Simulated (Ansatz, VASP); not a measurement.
# CaB6: VASP beside Ansatz, part 2 of 2

Aim: how closely do two programs agree when they are given the same cell, functional and k mesh?  The cell is taken from a series of runs on this material, whose earlier steps may have relaxed or scaled it; both programs get it as it stands.

VASP 6.6.1 and Ansatz 0.2.0.

So far. Step 2 (VASP: single point, r2SCAN0): The run ends at a pressure of -0.82 GPa, with forces up to 1.1 eV/Å.

## (3) Ansatz: single point, r2SCAN0

Level of this step: Ansatz beside VASP: Kohn-Sham DFT, plane waves, r2SCAN0 (Ansatz).

Ansatz runs on its default PAW (the set named soft_2) files.

The same cell, functional, mesh and smearing now go to Ansatz, which takes its cutoff from its data sets.

input.yaml reads:

```yaml
crystal:
  lattice:
    - [4.145, 0.0, 0.0]
    - [0.0, 4.145, 0.0]
    - [0.0, 0.0, 4.145]
  atoms:
    - { symbol: Ca, position: [0.5, 0.5, 0.5] }
    - { symbol: B, position: [0.0, 0.0, 0.293] }
    - { symbol: B, position: [0.0, 0.0, 0.707] }
    - { symbol: B, position: [0.293, 0.0, 0.0] }
    - { symbol: B, position: [0.707, 0.0, 0.0] }
    - { symbol: B, position: [0.0, 0.293, 0.0] }
    - { symbol: B, position: [0.0, 0.707, 0.0] }
hamiltonian:
  xc: r2scan0
  pseudopotentials: { kind: paw }
kpoints:
  mp_grid: { grid: [4, 4, 4] }
  band_path:
    path:
      - [0.0, 0.0, 0.0]
      - [0.0, 0.3, 0.0]
      - [0.0, 0.5, 0.0]
      - [0.3, 0.5, 0.0]
      - [0.5, 0.5, 0.0]
      - [0.2, 0.2, 0.0]
      - [0.1, 0.1, 0.1]
      - [0.4, 0.4, 0.4]
      - [0.4, 0.5, 0.4]
      - [0.1, 0.5, 0.1]
      - [0.5, 0.5, 0.1]
      - [0.5, 0.5, 0.5]
    npoints: 1
scf:
  occupations: { method: gaussian, width: 0.02 }
  n_extra_bands: 9
output:
  forces: true
  stress: true
  eigenvalues: true
  write_density: true
  write_potential: true
  elf: true
  volumetric_format: npy
```

The run is started by

```sh
$ ansatz run input.yaml --threads 4 --pin off --max-ram 9216MiB --backend cpu --events-out ev --progress --plain --runs-dir out
```

Numbers of over 12 decimals in the logs are rounded to 6 here.

The log of the run:

```text
Warning: output.stress: scf.convergence.dr2_threshold = 1e-7 eV (the SCF's general default) is looser than the 7e-10 eV advised for a printed stress (1e-10 eV for each atom of the cell: 7). What an SCF threshold leaves in a stress goes as its square root, and in the free energy as the threshold itself, and one threshold admits the most on a small cell: [figures from the program's tests cut] Set scf.convergence.dr2_threshold to 7e-10 eV or tighter. The threshold is an SCF's pass mark: one that does not reach it within its budget of iterations ends unconverged, or closes short of it on a stop that the run arms, and scf.convergence.dr2_threshold's page says what that costs each kind of run
Warning: output.stress: scf.exx.energy_threshold = 1e-6 eV is looser than the 7e-8 eV advised for a stress under a hybrid functional (1e-8 eV for each atom of the cell: 7). Every SCF of the exchange loop can meet its threshold on dr2 while the loop round them stops early: no threshold on dr2 bounds what that leaves in the stress. Set scf.exx.energy_threshold to 7e-8 eV or tighter. The threshold is the loop's pass mark: a loop that does not reach it within its budget of cycles ends unconverged, and scf.exx.energy_threshold's page has the law
scf.n_extra_bands = 9 over 14 filled bands (N_el = 28.0): the run solves 23 bands
Engine: ansatz 0.2.0, x86_64-unknown-linux-gnu
Pseudopotentials: kind: paw
Pseudopotential: Ca, paw, valence charge 10, recommended cutoff 500 eV (meta_gga), Ca.paw.azcp
Pseudopotential: B, paw, valence charge 3, recommended cutoff 500 eV (meta_gga), B.paw.azcp
Functional definition: r2SCAN0
  parameter a = 0.25
  parameter k0 = 0.174
  parameter k1 = 0.065
  parameter a1 = 4.9479
  exchange = (1 - a)*r2scan_x(k0 = k0, k1 = k1, a1 = a1) + a*exact_x
  correlation = r2scan_c
Crystal: 7 atoms, lattice volume = 71.215 Å³
Basis set: ecut = 500 eV, 1839 PW (Γ), exchange–correlation on 128×128×128 points (64 copies of the dense FFT grid, shifted against one another)
Bands: 23, of which v1, the nominal top of the filled ones, is band 14 counted from 1 (13 counted from 0)
Symmetry: 48 space group operations
Space group: Pm-3m (ITA 221), of the structure as read, at distance tolerance 4.1e-5 Å
k-points: 10 of 64
Non-local potential: Ca, projectors of the file, l = 0: 3, l = 1: 2, l = 2: 2
Non-local potential: B, projectors of the file, l = 0: 2, l = 1: 2, l = 2: 1
PAW form: soft (Blöchl's): semilocal exchange-correlation on the pseudo side does not see the compensation charge
PAW frozen core: Ca, regenerated for the run's functional, and the local potential with it (the file was generated under x = pbe(κ = 0.804, μ = 0.219515), c = pbe(β = 0.066725))
PAW frozen core: B, regenerated for the run's functional, and the local potential with it (the file was generated under x = pbe(κ = 0.804, μ = 0.219515), c = pbe(β = 0.066725))
PAW one-centre angular grid: Ca, 302 points (default); XC on 160 Gauss nodes
PAW one-centre angular grid: B, 302 points (default); XC on 160 Gauss nodes
Initial density: superposition of atomic densities (neutral atoms: chi_scale 0, normalization atom), corrected by the library's trained network
Initial wavefunctions: pseudopotential atomic-orbital guess
Functional: x = r2scan, c = r2scan; τ floored in thin density (d = 2e-4 eV/Å³), warm-up for x = 0.75 r2scan + 0.25 exact, c = r2scan; τ floored in thin density (d = 2e-4 eV/Å³)
SCF iter   1: F=—  HF=-2764.093889 eV  |F-HF|=—  |Δ(HF+E_count)|=         —  Δρ=5.57e-3  dr2=1.64e-2  dr2_τ=9.53e-1  ethr=1.77e-3  ⟨swp⟩=9.6  Hψ=1385  notcnv=0
preconditioner: auto → none  [insulator: Δε(μ)=0.321 eV  Ē_g=11.081 eV  σ=0.020 eV  W_gap=1.00  n_scr=18 (ndim 8)  ℏωp=19.7 eV  f_vac=0.000  D(μ)=0.00/eV (n_scr^D=0)]
SCF iter   2: F=—  HF=-2764.202443 eV  |F-HF|=—  |Δ(HF+E_count)|=   1.09e-1  Δρ=3.34e-3  dr2=3.96e-3  dr2_τ=1.62e-4  ethr=5.87e-5  ⟨swp⟩=5.5  Hψ=800  notcnv=0
SCF iter   3: F=—  HF=-2764.203233 eV  |F-HF|=—  |Δ(HF+E_count)|=   7.90e-4  Δρ=1.23e-3  dr2=5.45e-4  dr2_τ=2.90e-5  ethr=1.42e-5  ⟨swp⟩=2.1  Hψ=461  notcnv=0
iter 4 solved again at ethr=5.20e-8 eV; its pass at ethr=1.94e-6 eV (dr2=1.46e-5 eV) is discarded
SCF iter   4: F=—  HF=-2764.203410 eV  |F-HF|=—  |Δ(HF+E_count)|=   1.77e-4  Δρ=1.35e-4  dr2=1.88e-5  dr2_τ=2.88e-6  ethr=5.20e-8  ⟨swp⟩=3.7  Hψ=837  notcnv=0
eigensolver tolerance schedule calibrated: the retry pair's looser diagonalisation under-reported the residual by θ = 0.23 (0.14/decade); ethr = c·dr2/N_el runs at the constant in force after the calibration composes with the one it found (an armed cap, an earlier calibration), c = 4.9e-2
SCF iter   5: F=-2764.203405 eV  HF=-2764.203405 eV  |F-HF|=5.97e-9  |Δ(HF+E_count)|=   4.70e-6  Δρ=3.12e-5  dr2=4.10e-7  dr2_τ=5.74e-8  ethr=3.26e-8  ⟨swp⟩=3.0  Hψ=462  notcnv=0
SCF 1 stopped early in 5 iterations: F = -2764.203405 eV  dr2 = 4.10e-7
  greatest PAW one-centre occupation: 0.994 electrons in one spin orbital (limit 2), on the Ca atom at site 0 (counted from 0), in its partial waves of l = 0
Initial density: handed on by an earlier stage of this run
Initial wavefunctions: those handed on with the density
Functional: x = 0.75 r2scan + 0.25 exact, c = r2scan; τ floored in thin density (d = 2e-4 eV/Å³)
Frozen-core exchange: fock
SCF iter   1: F=—  HF=-2763.927943 eV  |F-HF|=—  |Δ(HF+E_count)|=         —  Δρ=2.46e-3  dr2=5.32e-3  dr2_τ=2.89e-4  ethr=1.46e-8  ⟨swp⟩=10.2  Hψ=1515  notcnv=0
preconditioner: auto → none  [insulator: Δε(μ)=1.499 eV  Ē_g=13.369 eV  σ=0.020 eV  W_gap=1.00  n_scr=18 (ndim 8)  ℏωp=19.7 eV  f_vac=0.000  D(μ)=0.00/eV (n_scr^D=0)]
SCF iter   2: F=—  HF=-2763.925404 eV  |F-HF|=—  |Δ(HF+E_count)|=   2.54e-3  Δρ=1.33e-3  dr2=9.20e-4  dr2_τ=3.77e-5  ethr=1.46e-8  ⟨swp⟩=5.0  Hψ=930  notcnv=0
SCF iter   3: F=—  HF=-2763.930449 eV  |F-HF|=—  |Δ(HF+E_count)|=   5.05e-3  Δρ=5.76e-4  dr2=1.38e-4  dr2_τ=1.43e-5  ethr=1.46e-8  ⟨swp⟩=5.0  Hψ=923  notcnv=0
SCF iter   4: F=—  HF=-2763.930418 eV  |F-HF|=—  |Δ(HF+E_count)|=   3.17e-5  Δρ=2.01e-4  dr2=2.40e-5  dr2_τ=9.73e-7  ethr=1.46e-8  ⟨swp⟩=3.0  Hψ=517  notcnv=0
SCF iter   5: F=-2763.930496 eV  HF=-2763.930496 eV  |F-HF|=6.30e-7  |Δ(HF+E_count)|=   7.85e-5  Δρ=4.00e-5  dr2=1.41e-6  dr2_τ=7.53e-8  ethr=1.46e-8  ⟨swp⟩=4.0  Hψ=619  notcnv=0
SCF 2 stopped early in 5 iterations: F = -2763.930496 eV  dr2 = 1.41e-6
  Residual-converged pass: ⟨swp⟩=3.3  Hψ=499  notcnv=0  max |occ|·‖R‖ = 6.6e-6 eV (tolerance 6.7e-6 eV)  dr2=1.41e-6  dr2_τ=7.57e-8  dr2_onsite=4.11e-8  max |Δocc| = 0.0e0
  greatest PAW one-centre occupation: 0.995 electrons in one spin orbital (limit 2), on the Ca atom at site 0 (counted from 0), in its partial waves of l = 0
hybrid outer 1: dexx = +5.606e-3 eV, tail = 9.33e-6 eV
Frozen-core exchange: fock
SCF iter   1: F=—  HF=-2763.930554 eV  |F-HF|=—  |Δ(HF+E_count)|=         —  Δρ=3.81e-5  dr2=3.08e-7  dr2_τ=1.48e-7  ethr=1.67e-7  ⟨swp⟩=4.3  Hψ=600  notcnv=0
preconditioner: auto → none  [insulator: Δε(μ)=1.493 eV  Ē_g=13.305 eV  σ=0.020 eV  W_gap=1.00  n_scr=18 (ndim 8)  ℏωp=19.7 eV  f_vac=0.000  D(μ)=0.00/eV (n_scr^D=0)]
SCF iter   2: F=—  HF=-2763.930554 eV  |F-HF|=—  |Δ(HF+E_count)|=   4.15e-8  Δρ=1.59e-5  dr2=4.69e-8  dr2_τ=2.09e-8  ethr=3.94e-10  ⟨swp⟩=4.0  Hψ=544  notcnv=0
SCF iter   3: F=—  HF=-2763.930554 eV  |F-HF|=—  |Δ(HF+E_count)|=   7.57e-8  Δρ=3.53e-6  dr2=6.96e-9  dr2_τ=9.70e-10  ethr=6.58e-11  ⟨swp⟩=3.7  Hψ=559  notcnv=0  defer=2
SCF iter   4: F=-2763.930554 eV  HF=-2763.930554 eV  |F-HF|=5.12e-10  |Δ(HF+E_count)|=  9.70e-10  Δρ=1.65e-6  dr2=1.16e-9  dr2_τ=1.94e-10  ethr=9.81e-12  ⟨swp⟩=3.3  Hψ=496  notcnv=0
SCF 3 converged in 4 iterations: F = -2763.930554 eV  dr2 = 1.16e-9
  Residual-converged pass: ⟨swp⟩=3.0  Hψ=461  notcnv=0  max |occ|·‖R‖ = 5.2e-7 eV (tolerance 5.3e-7 eV)  dr2=1.16e-9  dr2_τ=1.96e-10  dr2_onsite=1.23e-10  max |Δocc| = 0.0e0
hybrid outer 2: dexx = +1.517e-7 eV, tail = 7.23e-9 eV, Δε = 1.52e-3 eV (about 5.13e-5 eV left of the loop's levels), ΔF = 1.04e-3 eV/Å (tail 2.03e-4)
NSCF: frozen V_eff on 12 k-points
hybrid SCF converged: 2 outer / 9 inner (+5 warm-up), last move |dexx| = 1.52e-7 eV, tail = 7.23e-9 eV
Stability not checked: this state was not tested for a lower state beside it, because the functional holds exact exchange (a hybrid, or Hartree-Fock), whose exchange loop this test does not read (fock_operator; see scf.lower_state_search)
Free energy (F): -2763.930554 eV
Frozen-core exchange: fock
Harris-Foulkes:  -2763.930554 eV  (|F-HF|=5.12e-10)
Internal energy: -2763.930554 eV  (E = F + TS)
E sigma→0 (E₀):  -2763.930554 eV
Fermi energy:    8.278390 eV
--- Per-component energies (eV) ---
  E_band       = -155.469627
  E_kinetic    = 578.789343
  E_local      = -869.606792  (includes V_loc(G=0)·N_el)
  E_nonlocal   = 128.998874
  E_hartree    = 275.767354
  E_xc         = -254.508415
  E_vxc        = -338.715551  (∫ρ·V_xc dr)
  E_exx        = -72.561493  (= α·E_x^exact, valence–valence)
  E_paw        = -1345.072556  (= ΣΔE_a)
  E_vpaw       = -76.175418  (= ΣTr[D̂ρ^β])
  E_aug_tail   = -0.000014  (compensation charges beyond the density's cutoff)
  E_vtau       = 14.828158  (kinetic-family band-sum trace: ∫τ·v_τ [+ j·A + Jᵃ·Aᵃ] dr)
  E_ewald      = -1205.288291
  E_core_change = -0.448564  (= ΣΔE_core)
  E_smearing   = -0.000000  (= −TS)
  E_closure    = 0.000000  (closes the sum)
  Σ components = -2763.930554   (vs F -2763.930554, Δ=0.00e0)
--- Forces (eV/Å), atoms counted from 1 ---
  atom   1  Ca     0.00000000     0.00000000     0.00000000
  atom   2  B      0.00000000     0.00000000     1.09143074
  atom   3  B      0.00000000    -0.00000000    -1.09143074
  atom   4  B      1.09143074    -0.00000000     0.00000000
  atom   5  B     -1.09143074     0.00000000     0.00000000
  atom   6  B      0.00000000     1.09143074     0.00000000
  atom   7  B     -0.00000000    -1.09143074    -0.00000000
  max |Σ_I F_I| component: 4.44e-16 eV/Å
--- Stress (GPa, compression-positive) ---
       -0.264713      -0.000000       0.000000
        0.000000      -0.264713       0.000000
        0.000000       0.000000      -0.264713
  P = ⅓ Tr σ = -0.2647 GPa (-2.647 kbar)
--- Band table (eV; the first three rows and the last of 10) ---
  k-point 0: bands = [... 10 lower, 1.5587, 7.1491, 7.1491, 7.1491, 12.3007, 12.3007, 12.3007, 13.1040, ... 5 higher]
  k-point 1: bands = [... 10 lower, 3.7767, 5.8459, 5.8459, 7.3288, 10.1012, 13.0837, 13.0837, 13.4627, ... 5 higher]
  k-point 2: bands = [... 10 lower, 4.8705, 4.8705, 5.6105, 7.5320, 9.0248, 12.7626, 12.7626, 13.2704, ... 5 higher]
  k-point 9: bands = [... 10 lower, 2.6380, 6.3242, 6.3242, 6.3242, 13.6754, 14.3701, 14.7664, 14.7664, ... 5 higher]
```

## (4) Comparison

Known differences besides the PAW data sets themselves: exact exchange at q = 0 is treated differently, which shows on coarse meshes; VASP keeps PBE cores, Ansatz makes them for the functional; the cutoff is 500 eV in Ansatz and 520 eV in VASP; VASP takes a coarser grid for exact exchange (PRECFOCK = Fast). Total energies have different zeros and are not compared.

The two programs side by side:

```csv
quantity,Ansatz,VASP,difference
pressure (GPa),-0.26,-0.82,+0.55
gap on the k mesh (eV),1.493,1.535,-0.042
```

Forces (eV/Å; atoms numbered as in POSCAR):

```csv
atom,"Ansatz x, y, z","VASP x, y, z"
Ca1,"0.000, 0.000, 0.000","0.000, 0.000, 0.000"
B2,"0.000, 0.000, 1.091","0.000, 0.000, 1.128"
B3,"0.000, 0.000, -1.091","0.000, 0.000, -1.128"
B4,"1.091, 0.000, 0.000","1.128, 0.000, 0.000"
B5,"-1.091, 0.000, 0.000","-1.128, 0.000, 0.000"
B6,"0.000, 1.091, 0.000","0.000, 1.128, 0.000"
B7,"0.000, -1.091, 0.000","0.000, -1.128, 0.000"
```

The forces differ by 20 meV/Å r.m.s., which is 3.3 % of the r.m.s. force of 0.60 eV/Å (both taken over all components).

## (5) What moves the difference

The difference is large enough to ask for its cause, so further runs change the set-up of one program at a time, as the table lists.

```csv
run,r.m.s. force difference (% of the r.m.s. force)
as above,3.3
VASP with the data sets Ca_sv and B_h and a cutoff of 1120 eV,0.31
```

## (6) Summary of results

```json
{"r.m.s. force difference (single point, r2SCAN0)": "3.3 % of the r.m.s. force", "difference in pressure (single point, r2SCAN0)": "0.55 GPa", "difference in gap on the k mesh (single point, r2SCAN0)": "-0.042 eV"}
```

**Reading.** The r.m.s. force difference is 3.3 % of the r.m.s. force (single point, r2SCAN0), beyond the 3 % picked in this series as the mark of a large difference. For single point, r2SCAN0: with VASP with the data sets Ca_sv and B_h and a cutoff of 1120 eV the r.m.s. force difference shrinks in size, from 3.3 to 0.31 % of the r.m.s. force. Differences of this kind measure data sets and numerical settings, not the functional's error against experiment.

[Lines on the potential files, build, host, timing and source positions are cut from VASP's logs without a mark.]

[Logs are printed without paths, hosts, clocks, repeated set-up lines and the standing remarks that a program may print on its own settings, such as how far it seeks lower states.]

[Hosts, paths, dates, database ids (printed as entryN), source tags and the programs' standing remarks are cut or masked in the printed files.]
